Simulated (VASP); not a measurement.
Method: PBE GGA with D4 dispersion, VASP's PBE PAW potentials (set 64) (plane waves; VASP).

A VASP calculation is set up with these files.

### KPOINTS
```
Automatic mesh
0
Gamma
12 12 12
0 0 0
```

File POSCAR:
```
MgO
1
    0.0000000000     2.1096425845     2.1096425845
    2.1096425845     0.0000000000     2.1096425845
    2.1096425845     2.1096425845    -0.0000000000
Mg O
1 1
Direct
  0.0000000000   0.0000000000   0.0000000000
  0.5000000000   0.5000000000   0.5000000000
```

INCAR:
```
# general
SYSTEM = MgO
PREC   = Accurate
ENCUT  = 520   # plane-wave cut-off (eV)
LREAL  = .FALSE.   # projection in real space or not
LASPH  = .TRUE.   # aspherical one-centre terms

# electronic loop
EDIFF  = 1E-7   # SCF stop (eV)
NELM   = 100
ALGO   = Normal   # blocked Davidson

# smearing
ISMEAR = -5   # tetrahedra, Bloechl

# functional
GGA    = PE   # PBE
IVDW   = 13   # D4

# ions
ISIF   = 2   # forces and stress, cell fixed

# output
LWAVE  = .FALSE.
LCHARG = .TRUE.
LORBIT = 11   # lm-projected
NEDOS  = 601   # DOS grid
```

POTCAR, in this order: Mg O (PBE.64 set). Program: vasp_std.

Q: What will the output report for the number of irreducible k-points (NKPTS), largest plane-wave count, number of space-group operations, FFT grid (NGX, NGY, NGZ)?

A: 
```yaml
number of irreducible k-points (NKPTS): 72
largest_plane_wave_count: 532
number_of_space_group_operations: 48
FFT grid (NGX, NGY, NGZ): 24 × 24 × 24
```

The compound is MgO in the rock salt structure. It was relaxed first.
